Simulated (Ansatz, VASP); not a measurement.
## One calculation of LiSi2N2, two programs

```
CELL_PARAMETERS angstrom
-1.83100 1.83100 3.74364
1.83100 -1.83100 3.74364
1.83100 1.83100 -3.74364
ATOMIC_POSITIONS crystal
Li 0.00000 0.00000 0.00000
Si 0.33768 0.33768 0.00000
Si 0.66232 0.66232 0.00000
N 0.75000 0.25000 0.50000
N 0.25000 0.75000 0.50000
```

Change from the starting cell: species swapped into the SrSi2Au2 type (I4/mmm, No. 139).

Alike in both runs: functional PBE; k mesh 14 × 14 × 14; occupations gaussian, width 0.1 eV; no spin polarisation.

Ansatz relaxed the structure, and its values are those at the end. VASP's run is a single point on that final structure, the one shown.

|  | VASP | Ansatz |
| --- | --- | --- |
| version | VASP 6.6.1 | Ansatz 0.2.0 |
| potentials or method | VASP PAW PBE potentials, release 64 (Li_sv, Si, N) | scalar-relativistic, plane waves, PAW |
| plane-wave cutoff (eV) | 520 | 420 |
| valence electrons in the cell | 21 | 21 |

Ansatz gave:

```
gap on the k mesh at the Fermi level (eV) : none
rms of the force components (eV/Å)        : 0.000
```

Problem. Which values does VASP return?

Solution. gap on the k mesh at the Fermi level (eV): none; rms of the force components (eV/Å): 0.006.

A gap of «none» marks a metal or a gap that the smearing closes.
